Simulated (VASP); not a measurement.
All values below come from revPBE GGA, VASP's PBE PAW potentials (set 64) (plane waves; VASP).

VASP ran on this input.

### KPOINTS
```
Automatic mesh
0
Gamma
5 5 5
0 0 0
```

### INCAR
```
! general
SYSTEM =BaZrO3
PREC   =Accurate
ENCUT  =520   ! plane-wave cut-off (eV)
LREAL  =.False.   ! projection in real space or not
LASPH  =.True.

! electronic loop
EDIFF  =1E-7   ! SCF stop (eV)
NELM   =100
ALGO   =Normal
LMAXMIX=4   ! l cut-off of mixed one-centre charges

! smearing
ISMEAR =0
SIGMA  =0.05   ! width (eV)

! functional
GGA    =RE   ! revPBE

! ions
ISIF   =2

! output
LWAVE  =.False.
LCHARG =.False.
```

**POSCAR**
```
BaZrO3
1
    4.1743127113     0.0000000000     0.0000000000
    0.0000000000     4.1743127113     0.0000000000
    0.0000000000     0.0000000000     4.1743127113
Ba Zr O
1 1 3
Direct
  0.0000000000   0.0000000000   0.0000000000
  0.5000000000   0.5000000000   0.5000000000
  0.5000000000   0.0000000000   0.5000000000
  0.0000000000   0.5000000000   0.5000000000
  0.5000000000   0.5000000000   0.0000000000
```

POTCAR, in this order: Ba_sv Zr_sv O (PBE.64 set). Program: vasp_std.

Output of the run:

**OUTCAR**
```
 ion  position               nearest neighbor table
   1  0.000  0.000  0.000-   3 2.95   4 2.95   5 2.95   3 2.95   4 2.95   4 2.95   5 2.95   4 2.95
                             3 2.95   5 2.95   3 2.95   5 2.95   2 3.62   2 3.62   2 3.62   2 3.62
   2  0.500  0.500  0.500-   3 2.09   4 2.09   5 2.09   5 2.09   3 2.09   4 2.09   1 3.62   1 3.62
                             1 3.62   1 3.62   1 3.62   1 3.62   1 3.62   1 3.62
   3  0.500  0.000  0.500-   2 2.09   2 2.09   1 2.95   1 2.95   1 2.95   1 2.95
   4  0.000  0.500  0.500-   2 2.09   2 2.09   1 2.95   1 2.95   1 2.95   1 2.95
   5  0.500  0.500  0.000-   2 2.09   2 2.09   1 2.95   1 2.95   1 2.95   1 2.95
  LATTYP: Found a simple cubic cell.
 ALAT       =     4.1743127113
 Subroutine PRICEL returns:
 Original cell was already a primitive cell.
 Subroutine GETGRP returns: Found 48 space group operations
The static configuration has the point symmetry O_h .
The dynamic configuration has the point symmetry O_h .
 Subroutine INISYM returns: Found 48 space group operations
 Subroutine IBZKPT returns following result:
 Found     10 irreducible k-points:

 Following reciprocal coordinates:
            Coordinates               Weight
  0.000000  0.000000  0.000000      1.000000
  0.200000  0.000000  0.000000      6.000000
  0.400000  0.000000  0.000000      6.000000
  0.200000  0.200000  0.000000     12.000000
...
```

OSZICAR:
```
       N       E                     dE             d eps       ncg     rms          rms(c)
DAV:   1     0.339877858979E+03    0.33988E+03   -0.22381E+04   480   0.163E+03
DAV:   2    -0.256225607561E+02   -0.36550E+03   -0.36000E+03   608   0.396E+02
DAV:   3    -0.469059613451E+02   -0.21283E+02   -0.21264E+02   800   0.966E+01
DAV:   4    -0.473246012306E+02   -0.41864E+00   -0.41858E+00   688   0.110E+01
DAV:   5    -0.473337980068E+02   -0.91968E-02   -0.91966E-02   672   0.116E+00    0.310E+01
DAV:   6    -0.397660157399E+02    0.75678E+01   -0.45838E+01   568   0.448E+01    0.137E+01
DAV:   7    -0.398391661075E+02   -0.73150E-01   -0.34391E+00   712   0.105E+01    0.784E+00
DAV:   8    -0.398546732728E+02   -0.15507E-01   -0.35751E-01   632   0.465E+00    0.824E-01
DAV:   9    -0.398531748543E+02    0.14984E-02   -0.73711E-02   648   0.161E+00    0.446E-01
DAV:  10    -0.398559598238E+02   -0.27850E-02   -0.19567E-02   632   0.123E+00    0.278E-01
DAV:  11    -0.398555135503E+02    0.44627E-03   -0.26018E-03   640   0.437E-01    0.454E-02
DAV:  12    -0.398556162971E+02   -0.10275E-03   -0.26869E-04   576   0.129E-01    0.455E-02
DAV:  13    -0.398556292985E+02   -0.13001E-04   -0.52552E-05   736   0.521E-02    0.736E-03
DAV:  14    -0.398556300041E+02   -0.70552E-06   -0.43578E-06   632   0.156E-02    0.654E-03
DAV:  15    -0.398556299970E+02    0.70158E-08   -0.26742E-06   680   0.144E-02    0.132E-03
DAV:  16    -0.398556301207E+02   -0.12363E-06   -0.11708E-07   504   0.259E-03    0.848E-04
DAV:  17    -0.398556302425E+02   -0.12184E-06   -0.41317E-08   440   0.142E-03    0.119E-04
DAV:  18    -0.398556302649E+02   -0.22442E-07   -0.12801E-08   352   0.578E-04
   1 F= -.39855630E+02 E0= -.39855630E+02  d E =-.371401E-22
```

OUTCAR:
```
------------------------ aborting loop because EDIFF is reached ----------------------------------------
  FORCE on cell =-STRESS in cart. coord.  units (eV):
  Direction    XX          YY          ZZ          XY          YZ          ZX
  --------------------------------------------------------------------------------------
  Total        4.4887539      4.4887539      4.4887539      0.0000000      0.0000000     -0.0000000
  in kB       98.8738471     98.8738471     98.8738471      0.0000000      0.0000000     -0.0000000
  external PRESSURE =      98.8738471 kB  Pullay stress =       0.0000000 kB
  volume of cell :       72.74
      direct lattice vectors                 reciprocal lattice vectors
     4.174312711  0.000000000  0.000000000     0.239560395  0.000000000  0.000000000
     0.000000000  4.174312711  0.000000000     0.000000000  0.239560395  0.000000000
     0.000000000  0.000000000  4.174312711     0.000000000  0.000000000  0.239560395
 POSITION                                       TOTAL-FORCE (eV/Angst)
 -----------------------------------------------------------------------------------
      0.00000      0.00000      0.00000         0.000000      0.000000      0.000000
      2.08716      2.08716      2.08716         0.000000      0.000000      0.000000
      2.08716      0.00000      2.08716         0.000000      0.000000      0.000000
      0.00000      2.08716      2.08716         0.000000      0.000000      0.000000
      2.08716      2.08716      0.00000         0.000000      0.000000      0.000000
 -----------------------------------------------------------------------------------
    total drift:                                0.000000     -0.000000     -0.000000
  FREE ENERGIE OF THE ION-ELECTRON SYSTEM (eV)
  ---------------------------------------------------
  free  energy   TOTEN  =       -39.8556302649 eV

  energy  without entropy=      -39.8556302649  energy(sigma->0) =      -39.85563026
```
(Selected blocks of OUTCAR.)

The compound is BaZrO3 in the cubic perovskite structure. This cell is one point of a volume scan, at 0.94 of the reference volume.
